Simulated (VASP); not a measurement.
OSZICAR of a VASP run on Zr (hcp):

File OSZICAR:
```
       N       E                     dE             d eps       ncg     rms          rms(c)
DAV:   1     0.152578233854E+03    0.15258E+03   -0.12436E+04  2432   0.127E+03
DAV:   2    -0.429989863391E+02   -0.19558E+03   -0.19398E+03  3080   0.383E+02
DAV:   3    -0.586163138045E+02   -0.15617E+02   -0.15544E+02  4704   0.743E+01
DAV:   4    -0.589209307747E+02   -0.30462E+00   -0.30461E+00  2624   0.124E+01
DAV:   5    -0.589306512142E+02   -0.97204E-02   -0.97204E-02  3752   0.147E+00    0.180E+01
DAV:   6    -0.473249979462E+02    0.11606E+02   -0.10629E+01  3064   0.227E+01    0.465E+00
DAV:   7    -0.439107842363E+02    0.34142E+01   -0.16656E+00  2672   0.117E+01    0.130E+00
DAV:   8    -0.457078195096E+02   -0.17970E+01   -0.73697E-01  2496   0.949E+00    0.771E-01
DAV:   9    -0.449625076684E+02    0.74531E+00   -0.11195E+00  2432   0.101E+01    0.729E-01
DAV:  10    -0.449941301899E+02   -0.31623E-01   -0.22337E-01  2632   0.383E+00    0.716E-01
DAV:  11    -0.454978787063E+02   -0.50375E+00   -0.32738E-01  2600   0.439E+00    0.376E-01
DAV:  12    -0.454881967649E+02    0.96819E-02   -0.13342E-02  3664   0.955E-01    0.291E-01
DAV:  13    -0.454999493678E+02   -0.11753E-01   -0.67884E-03  2576   0.729E-01    0.112E-01
DAV:  14    -0.454957613727E+02    0.41880E-02   -0.65122E-03  2504   0.737E-01    0.686E-02
DAV:  15    -0.454946314455E+02    0.11299E-02   -0.19228E-03  2816   0.323E-01    0.789E-02
DAV:  16    -0.454953349194E+02   -0.70347E-03   -0.11726E-03  2728   0.285E-01    0.327E-02
DAV:  17    -0.454954971409E+02   -0.16222E-03   -0.13374E-04  3192   0.733E-02    0.284E-02
DAV:  18    -0.454953675185E+02    0.12962E-03   -0.50958E-05  2560   0.554E-02    0.123E-02
DAV:  19    -0.454954132522E+02   -0.45734E-04   -0.40665E-05  2728   0.589E-02    0.719E-03
DAV:  20    -0.454954200579E+02   -0.68057E-05   -0.26429E-06  2336   0.174E-02    0.558E-03
DAV:  21    -0.454954169829E+02    0.30750E-05   -0.41136E-06  2032   0.180E-02    0.380E-03
DAV:  22    -0.454954193719E+02   -0.23890E-05   -0.11988E-06  1384   0.108E-02    0.918E-04
DAV:  23    -0.454954175588E+02    0.18131E-05   -0.14547E-07  1368   0.364E-03    0.780E-04
DAV:  24    -0.454954170802E+02    0.47862E-06   -0.51982E-08  1344   0.156E-03
   1 F= -.45495417E+02 E0= -.45494584E+02  d E =-.454954E+02
       N       E                     dE             d eps       ncg     rms          rms(c)
DAV:   1    -0.455399322683E+02   -0.44515E-01   -0.19713E+00  2488   0.154E+01    0.200E+00
DAV:   2    -0.455046501711E+02    0.35282E-01   -0.19441E-01  2792   0.412E+00    0.797E-01
DAV:   3    -0.454933327715E+02    0.11317E-01   -0.62991E-02  3664   0.210E+00    0.376E-01
DAV:   4    -0.454921489699E+02    0.11838E-02   -0.18023E-02  2736   0.110E+00    0.178E-01
DAV:   5    -0.454940949789E+02   -0.19460E-02   -0.10034E-02  2776   0.861E-01    0.567E-02
DAV:   6    -0.454952172941E+02   -0.11223E-02   -0.22050E-03  3360   0.314E-01    0.581E-02
DAV:   7    -0.454955304077E+02   -0.31311E-03   -0.49243E-04  3584   0.161E-01    0.381E-02
DAV:   8    -0.454954625974E+02    0.67810E-04   -0.71066E-05  4280   0.739E-02    0.114E-02
DAV:   9    -0.454954758272E+02   -0.13230E-04   -0.10792E-05  2528   0.235E-02    0.594E-03
DAV:  10    -0.454954666119E+02    0.92152E-05   -0.18586E-06  2016   0.125E-02    0.290E-03
DAV:  11    -0.454954742019E+02   -0.75900E-05   -0.86899E-07  1376   0.898E-03    0.112E-03
DAV:  12    -0.454954678531E+02    0.63488E-05   -0.11401E-07  1376   0.340E-03    0.690E-04
DAV:  13    -0.454954676306E+02    0.22244E-06   -0.95483E-08  1336   0.273E-03
   2 F= -.45495468E+02 E0= -.45494768E+02  d E =-.505505E-04
       N       E                     dE             d eps       ncg     rms          rms(c)
DAV:   1    -0.455075957658E+02   -0.12128E-01   -0.48189E-01  2504   0.760E+00    0.102E+00
DAV:   2    -0.454987979411E+02    0.87978E-02   -0.45816E-02  2736   0.202E+00    0.388E-01
DAV:   3    -0.454956474096E+02    0.31505E-02   -0.15232E-02  3656   0.102E+00    0.195E-01
DAV:   4    -0.454960812568E+02   -0.43385E-03   -0.40873E-03  2760   0.527E-01    0.886E-02
DAV:   5    -0.454959336686E+02    0.14759E-03   -0.25241E-03  2992   0.433E-01    0.279E-02
DAV:   6    -0.454964711291E+02   -0.53746E-03   -0.51546E-04  3288   0.151E-01    0.280E-02
DAV:   7    -0.454964632466E+02    0.78825E-05   -0.14919E-04  3416   0.892E-02    0.182E-02
DAV:   8    -0.454965277526E+02   -0.64506E-04   -0.24153E-05  4360   0.412E-02    0.226E-03
DAV:   9    -0.454965183460E+02    0.94066E-05   -0.42503E-06  2168   0.158E-02    0.187E-03
DAV:  10    -0.454965220458E+02   -0.36998E-05   -0.11024E-07  1384   0.396E-03    0.128E-03
DAV:  11    -0.454965197567E+02    0.22891E-05   -0.10978E-07  1344   0.301E-03    0.435E-04
DAV:  12    -0.454965222747E+02   -0.25179E-05   -0.20540E-08  1304   0.143E-03    0.202E-04
DAV:  13    -0.454965222106E+02    0.64027E-07   -0.10229E-08  1288   0.879E-04
   3 F= -.45496522E+02 E0= -.45495748E+02  d E =-.110513E-02
       N       E                     dE             d eps       ncg     rms          rms(c)
DAV:   1    -0.454969177936E+02   -0.39552E-03   -0.25996E-02  2432   0.154E+00    0.108E-01
DAV:   2    -0.454965503664E+02    0.36743E-03   -0.99899E-04  2848   0.232E-01    0.518E-02
DAV:   3    -0.454965889342E+02   -0.38568E-04   -0.24327E-04  2872   0.155E-01    0.125E-02
DAV:   4    -0.454965943998E+02   -0.54657E-05   -0.42931E-05  3344   0.523E-02    0.576E-03
DAV:   5    -0.454966002312E+02   -0.58314E-05   -0.16193E-05  2640   0.367E-02    0.368E-03
DAV:   6    -0.454965988715E+02    0.13597E-05   -0.45779E-06  1944   0.200E-02    0.124E-03
DAV:   7    -0.454965985340E+02    0.33753E-06   -0.39657E-07  1368   0.620E-03
   4 F= -.45496599E+02 E0= -.45495838E+02  d E =-.763234E-04
       N       E                     dE             d eps       ncg     rms          rms(c)
DAV:   1    -0.454966986504E+02   -0.99779E-04   -0.72790E-03  2440   0.816E-01    0.573E-02
DAV:   2    -0.454965920791E+02    0.10657E-03   -0.28075E-04  2864   0.123E-01    0.274E-02
DAV:   3    -0.454966080425E+02   -0.15963E-04   -0.68312E-05  2856   0.821E-02    0.665E-03
DAV:   4    -0.454966076099E+02    0.43261E-06   -0.12289E-05  3336   0.280E-02    0.307E-03
DAV:   5    -0.454966106680E+02   -0.30581E-05   -0.46019E-06  2048   0.196E-02    0.201E-03
DAV:   6    -0.454966094453E+02    0.12227E-05   -0.12962E-06  1384   0.104E-02    0.670E-04
DAV:   7    -0.454966093743E+02    0.70971E-07   -0.14467E-07  1328   0.329E-03
   5 F= -.45496609E+02 E0= -.45495856E+02  d E =-.871637E-04
```

### Question
Which electronic solver shows in the log?

### Answer
It is blocked Davidson (ALGO = Normal, or the opening steps of other solvers). The INCAR had ALGO = Normal.

### Question
Can the final energy be trusted as converged?

### Answer
Self-consistency was reached. It stopped with EDIFF = 1E-6, NELM = 100, NSW = 60 and EDIFFG = -0.01 after 5 ionic steps (r2SCAN meta-GGA, plane waves, VASP's PBE PAW potentials (set 64)).

The compound is Zr in the hcp structure. This run relaxes it. Symmetry was kept, so distortions that lower it aren't found.
